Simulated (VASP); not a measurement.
Here is the system:

```
ZnS
1.0
    0.00000     2.72365     2.72365
    2.72365     0.00000     2.72365
    2.72365     2.72365     0.00000
Zn S
1 1
Direct
  0.00000   0.00000   0.00000
  0.25000   0.25000   0.25000
```

Method: PBE GGA, VASP's PBE PAW potentials (set 64) (plane waves; VASP 6.6.1). Run with 520 eV cut-off, Gaussian smearing of 0.050 eV, potentials Zn S.

Q: Predict the band gap (along the path) with the smallest direct gap where there is one.

A: 
The band gap (along the path) is 2.01 eV and the smallest direct gap (along the path) is 2.01 eV.

Total energies compare only between runs with the same potentials, cut-off and functional.

The compound is ZnS in the zinc blende structure. It was relaxed first.
